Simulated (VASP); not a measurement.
All values below come from PBE GGA, VASP's PBE PAW potentials (set 64) (plane waves; VASP).

A VASP calculation is set up with these files.

INCAR:
```
SYSTEM = PtSe2
PREC = Accurate
ENCUT = 300
EDIFF = 1E-6
NELM = 100
ALGO = Normal
LREAL = .FALSE.
LASPH = .TRUE.
ISMEAR = 1
SIGMA = 0.05
GGA = PE
LMAXMIX = 6
LWAVE = .FALSE.
LCHARG = .FALSE.
ISIF = 2
```

### POSCAR
```
PtSe2
1
    3.6676690000     0.0000000000     0.0000000000
   -1.8338350000     3.1762950000     0.0000000000
    0.0000000000     0.0000000000    16.9820380000
Pt Se
1 2
Direct
  0.0000000000   0.0000000000   0.5000000000
  0.3333330000   0.6666670000   0.5878000000
  0.6666670000   0.3333330000   0.4122000000
```

File KPOINTS:
```
Automatic mesh
0
Gamma
10 10 1
0 0 0
```

POTCAR, in this order: Pt Se (PBE.64 set). Program: vasp_std.

Output of the run:

### OUTCAR
```
 ion  position               nearest neighbor table
   1  0.000  0.000  0.500-   2 2.59   3 2.59   3 2.59   2 2.59   3 2.59   2 2.59
   2  0.333  0.667  0.588-   1 2.59   1 2.59   1 2.59
   3  0.667  0.333  0.412-   1 2.59   1 2.59   1 2.59
  LATTYP: Found a hexagonal cell.
 ALAT       =     3.6676690000
 C/A-ratio  =     4.6301991810
 Subroutine PRICEL returns:
 Original cell was already a primitive cell.
 Subroutine GETGRP returns: Found 12 space group operations
The static configuration has the point symmetry D_3d.
The dynamic configuration has the point symmetry D_3d.
 Subroutine INISYM returns: Found 12 space group operations
 Subroutine IBZKPT returns following result:
 Found     14 irreducible k-points:

 Following reciprocal coordinates:
            Coordinates               Weight
  0.000000  0.000000  0.000000      1.000000
  0.100000  0.000000  0.000000      6.000000
  0.200000  0.000000  0.000000      6.000000
  0.300000  0.000000  0.000000      6.000000
  0.400000  0.000000  0.000000      6.000000
  0.500000  0.000000  0.000000      3.000000
  0.100000  0.100000  0.000000      6.000000
...
```

OSZICAR:
```
       N       E                     dE             d eps       ncg     rms          rms(c)
DAV:   1     0.125446147621E+03    0.12545E+03   -0.61549E+03   428   0.726E+02
DAV:   2    -0.427920012848E+01   -0.12973E+03   -0.12554E+03   616   0.167E+02
DAV:   3    -0.147467714756E+02   -0.10468E+02   -0.10407E+02   539   0.586E+01
DAV:   4    -0.148882445431E+02   -0.14147E+00   -0.14131E+00   539   0.781E+00
DAV:   5    -0.148909108227E+02   -0.26663E-02   -0.26662E-02   562   0.100E+00    0.108E+01
DAV:   6    -0.143146376306E+02    0.57627E+00   -0.47737E+00   455   0.223E+01    0.674E+00
DAV:   7    -0.140918076411E+02    0.22283E+00   -0.11815E+00   476   0.118E+01    0.303E+00
DAV:   8    -0.140689199765E+02    0.22888E-01   -0.85504E-02   567   0.238E+00    0.746E-01
DAV:   9    -0.140659177931E+02    0.30022E-02   -0.16914E-02   567   0.135E+00    0.237E-01
DAV:  10    -0.140658429598E+02    0.74833E-04   -0.35690E-03   567   0.509E-01    0.726E-02
DAV:  11    -0.140658272267E+02    0.15733E-04   -0.11741E-04   553   0.121E-01    0.330E-02
DAV:  12    -0.140658309165E+02   -0.36899E-05   -0.67903E-05   504   0.460E-02    0.173E-02
DAV:  13    -0.140658370575E+02   -0.61409E-05   -0.13956E-05   574   0.334E-02    0.597E-03
DAV:  14    -0.140658682767E+02   -0.31219E-04   -0.98311E-06   469   0.134E-02    0.559E-03
DAV:  15    -0.140658866006E+02   -0.18324E-04   -0.64672E-06   497   0.865E-03    0.225E-03
DAV:  16    -0.140659097744E+02   -0.23174E-04   -0.14877E-06   421   0.742E-03    0.134E-03
DAV:  17    -0.140659294081E+02   -0.19634E-04   -0.59837E-07   392   0.346E-03    0.880E-04
DAV:  18    -0.140659385842E+02   -0.91761E-05   -0.24218E-07   371   0.231E-03    0.352E-04
DAV:  19    -0.140659411298E+02   -0.25456E-05   -0.66525E-08   392   0.104E-03    0.138E-04
DAV:  20    -0.140659418447E+02   -0.71489E-06   -0.20568E-08   406   0.466E-04
   1 F= -.14065942E+02 E0= -.14066019E+02  d E =0.232067E-03
```

**OUTCAR**
```
------------------------ aborting loop because EDIFF is reached ----------------------------------------
  FORCE on cell =-STRESS in cart. coord.  units (eV):
  Direction    XX          YY          ZZ          XY          YZ          ZX
  --------------------------------------------------------------------------------------
  Total       -1.4191571     -1.4191575     -4.2573037      0.0000002      0.0000000      0.0000000
  in kB      -11.4931820    -11.4931854    -34.4781890      0.0000018      0.0000000      0.0000000
  external PRESSURE =     -19.1548521 kB  Pullay stress =       0.0000000 kB
  volume of cell :      197.83
      direct lattice vectors                 reciprocal lattice vectors
     3.667669000  0.000000000  0.000000000     0.272652739  0.157416152  0.000000000
    -1.833835000  3.176295000  0.000000000     0.000000000  0.314832218  0.000000000
     0.000000000  0.000000000 16.982038000     0.000000000  0.000000000  0.058885747
 POSITION                                       TOTAL-FORCE (eV/Angst)
 -----------------------------------------------------------------------------------
      0.00000      0.00000      8.49102         0.000000      0.000000      0.000000
     -0.00000      2.11753      9.98204         0.000000      0.000000     -1.402825
      1.83384      1.05876      7.00000        -0.000000     -0.000000      1.402825
 -----------------------------------------------------------------------------------
    total drift:                               -0.000000     -0.000000      0.000000
  FREE ENERGIE OF THE ION-ELECTRON SYSTEM (eV)
  ---------------------------------------------------
  free  energy   TOTEN  =       -14.0659418447 eV

  energy  without entropy=      -14.0661739116  energy(sigma->0) =      -14.06601920
```
(Selected blocks of OUTCAR.)

**OUTCAR**
```
 val. band max:       -1.9496590057   @ k =   0.0000   0.0000   0.0000

 cond. band min:      -0.9950920485   @ k =   0.2000   0.2000   0.0000


 Fermi energy:        -1.9078974185

 k-point     1 :       0.0000    0.0000    0.0000
  band No.  band energies     occupation
      1     -15.7609      2.00000
      2     -14.5763      2.00000
      3      -7.2221      2.00000
      4      -6.5037      2.00000
      5      -6.5037      2.00000
      6      -4.7427      2.00000
      7      -4.7427      2.00000
      8      -3.8052      2.00000
      9      -3.1859      2.00000
     10      -1.9497      1.99713
     11      -1.9497      1.99704
     12       0.4020      0.00000
     13       0.4020      0.00000
     14       2.0280      0.00000
     15       3.1242      0.00000

 k-point     2 :       0.1000    0.0000    0.0000
  band No.  band energies     occupation
      1     -15.6609      2.00000
      2     -14.5543      2.00000
      3      -7.1031      2.00000
      4      -6.5791      2.00000
      5      -6.4570      2.00000
      6      -4.8944      2.00000
      7      -4.8006      2.00000
      8      -4.0107      2.00000
      9      -3.0161      2.00000
     10      -2.1697      2.00000
     11      -1.9501      2.00096
     12      -0.1999      0.00000
     13       0.2749      0.00000
     14       2.4092      0.00000
     15       3.2662      0.00000

 k-point     3 :       0.2000    0.0000    0.0000
  band No.  band energies     occupation
      1     -15.3812      2.00000
      2     -14.4962      2.00000
      3      -6.8366      2.00000
      4      -6.6460      2.00000
      5      -6.3603      2.00000
      6      -5.5102      2.00000
      7      -4.8708      2.00000
      8      -4.3351      2.00000
      9      -2.8352      2.00000
     10      -2.4854      2.00000
     11      -2.0785      2.00002
     12      -0.9764     -0.00000
     13       0.0771      0.00000
     14       3.1114      0.00000
     15       3.5785      0.00000
...
```

At this cut-off the stress carries a Pulay error, which pulls relaxed volumes low. The cell holds a wide vacuum, so values per volume refer to the whole cell.  Unless said otherwise, spin-orbit coupling is left out, though it shifts the bands of the heavy elements here.

The cell is a sheet with vacuum, built from a generated structure.
